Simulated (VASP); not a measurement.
Level of theory: r2SCAN meta-GGA, VASP's PBE PAW potentials (set 64) (plane waves; VASP 6.6.1).

The input files of a VASP run:

**INCAR**
```
# general
SYSTEM  = HfTi
PREC    = Accurate
ENCUT   = 400   # plane-wave cut-off (eV)
LREAL   = .FALSE.   # projection in real space or not
LASPH   = .TRUE.

# electronic loop
EDIFF   = 1E-7   # SCF stop (eV)
NELM    = 100   # most electronic steps
ALGO    = Normal
LMAXMIX = 6   # l cut-off of mixed one-centre charges
LMIXTAU = .TRUE.

# smearing
ISMEAR  = -5   # tetrahedra, Bloechl

# functional
METAGGA = R2SCAN

# ions
ISIF    = 2   # forces and stress, cell fixed

# output
LWAVE   = .FALSE.
LCHARG  = .FALSE.
LORBIT  = 11
NEDOS   = 601   # DOS grid
```

KPOINTS_OPT:
```
k-points along high-symmetry lines
6
Line-mode
Reciprocal
  0.000000   0.000000   0.000000 ! GAMMA
  0.500000   0.000000   0.000000 ! M

  0.500000   0.000000   0.000000 ! M
  0.333333   0.333333   0.000000 ! K

  0.333333   0.333333   0.000000 ! K
  0.000000   0.000000   0.000000 ! GAMMA

  0.000000   0.000000   0.000000 ! GAMMA
  0.000000   0.000000   0.500000 ! A

  0.000000   0.000000   0.500000 ! A
  0.500000   0.000000   0.500000 ! L

  0.500000   0.000000   0.500000 ! L
  0.333333   0.333333   0.500000 ! H

  0.333333   0.333333   0.500000 ! H
  0.000000   0.000000   0.500000 ! A

  0.500000   0.000000   0.500000 ! L
  0.500000   0.000000   0.000000 ! M

  0.333333   0.333333   0.500000 ! H
  0.333333   0.333333   0.000000 ! K
```

File KPOINTS:
```
Automatic mesh
0
Gamma
15 15 9
0 0 0
```

POSCAR:
```
HfTi
1
    3.0878760020     0.0000000000     0.0000000000
   -1.5439380010     2.6741787611    -0.0000000000
   -0.0000000000     0.0000000000     4.8154730032
Hf Ti
1 1
Direct
  0.6666670000   0.3333330000   0.5000000000
  0.3333330000   0.6666670000   0.0000000000
```

POTCAR, in this order: Hf_pv Ti_sv (PBE.64 set). Program: vasp_std.

Output of the run:

OSZICAR:
```
       N       E                     dE             d eps       ncg     rms          rms(c)
DAV:   1     0.109844511246E+03    0.10984E+03   -0.11417E+04  4050   0.141E+03
DAV:   2    -0.486323580119E+02   -0.15848E+03   -0.15721E+03  4309   0.398E+02
DAV:   3    -0.649486296612E+02   -0.16316E+02   -0.16201E+02  7844   0.950E+01
DAV:   4    -0.656243713923E+02   -0.67574E+00   -0.67543E+00  4450   0.182E+01
DAV:   5    -0.656598690446E+02   -0.35498E-01   -0.35496E-01  6737   0.327E+00    0.625E+01
DAV:   6    -0.606327695823E+02    0.50271E+01   -0.47057E+01  6060   0.607E+01    0.145E+01
DAV:   7    -0.606227246241E+02    0.10045E-01   -0.84385E+01  6132   0.429E+01    0.367E+01
DAV:   8    -0.568926603817E+02    0.37301E+01   -0.10718E+01  5725   0.224E+01    0.103E+01
DAV:   9    -0.579968825895E+02   -0.11042E+01   -0.32981E+00  5663   0.126E+01    0.459E+00
DAV:  10    -0.579611768165E+02    0.35706E-01   -0.36922E-01  4442   0.545E+00    0.274E+00
DAV:  11    -0.579189810906E+02    0.42196E-01   -0.24994E-01  4393   0.492E+00    0.154E+00
DAV:  12    -0.579967766281E+02   -0.77796E-01   -0.26902E-01  4388   0.418E+00    0.755E-01
DAV:  13    -0.579902577833E+02    0.65188E-02   -0.48324E-02  4850   0.155E+00    0.901E-01
DAV:  14    -0.579914084116E+02   -0.11506E-02   -0.32307E-03  5333   0.463E-01    0.608E-01
DAV:  15    -0.579925381802E+02   -0.11298E-02   -0.32714E-03  4267   0.607E-01    0.155E-01
DAV:  16    -0.579923975799E+02    0.14060E-03   -0.12368E-03  5060   0.275E-01    0.653E-02
DAV:  17    -0.579925244584E+02   -0.12688E-03   -0.20113E-04  4505   0.117E-01    0.329E-02
DAV:  18    -0.579925150455E+02    0.94129E-05   -0.49770E-05  4911   0.547E-02    0.969E-03
DAV:  19    -0.579925338351E+02   -0.18790E-04   -0.64920E-06  5557   0.269E-02    0.589E-03
DAV:  20    -0.579925203331E+02    0.13502E-04   -0.50117E-06  4743   0.213E-02    0.585E-03
DAV:  21    -0.579925284002E+02   -0.80672E-05   -0.21838E-06  4520   0.152E-02    0.552E-03
DAV:  22    -0.579925289467E+02   -0.54642E-06   -0.69057E-07  5267   0.649E-03    0.248E-03
DAV:  23    -0.579925300420E+02   -0.10953E-05   -0.88228E-08  2271   0.297E-03    0.110E-03
DAV:  24    -0.579925287924E+02    0.12496E-05   -0.12738E-07  2207   0.396E-03    0.592E-04
DAV:  25    -0.579925287745E+02    0.17883E-07   -0.35818E-08  2137   0.190E-03
   1 F= -.57992529E+02 E0= -.57992529E+02  d E =0.000000E+00
       N       E                     dE             ncg
```

File OUTCAR:
```
------------------------ aborting loop because EDIFF is reached ----------------------------------------
  FORCE on cell =-STRESS in cart. coord.  units (eV):
  Direction    XX          YY          ZZ          XY          YZ          ZX
  --------------------------------------------------------------------------------------
  Total       -0.0224934     -0.0224934      0.0090192      0.0000000      0.0000000      0.0000000
  in kB       -0.9063084     -0.9063082      0.3634041      0.0000000      0.0000000      0.0000000
  external PRESSURE =      -0.4830709 kB  Pullay stress =       0.0000000 kB
  volume of cell :       39.76
      direct lattice vectors                 reciprocal lattice vectors
     3.087876002  0.000000000  0.000000000     0.323847201  0.186973290  0.000000000
    -1.543938001  2.674178761  0.000000000     0.000000000  0.373946579  0.000000000
     0.000000000  0.000000000  4.815473003     0.000000000  0.000000000  0.207663920
 POSITION                                       TOTAL-FORCE (eV/Angst)
 -----------------------------------------------------------------------------------
      1.54394      0.89139      2.40774         0.000000      0.000000      0.000000
     -0.00000      1.78279      0.00000        -0.000000     -0.000000      0.000000
 -----------------------------------------------------------------------------------
    total drift:                                0.002594     -0.001498      0.000000
  FREE ENERGIE OF THE ION-ELECTRON SYSTEM (eV)
  ---------------------------------------------------
  free  energy   TOTEN  =       -57.9925287745 eV

  energy  without entropy=      -57.9925287745  energy(sigma->0) =      -57.99252877

 total charge

# of ion       s       p       d       tot
------------------------------------------
    1        0.424   6.448   1.579   8.452
    2        2.228   6.121   1.800  10.149
--------------------------------------------------
tot          2.652  12.570   3.379  18.601
```
(Selected blocks of OUTCAR.)

For a metal the tetrahedron method with Blöchl corrections gives inexact stress and forces.

The structure comes from a computed database's HfTi entry (P-6m2); how it stands against other phases isn't given here. It was relaxed first.
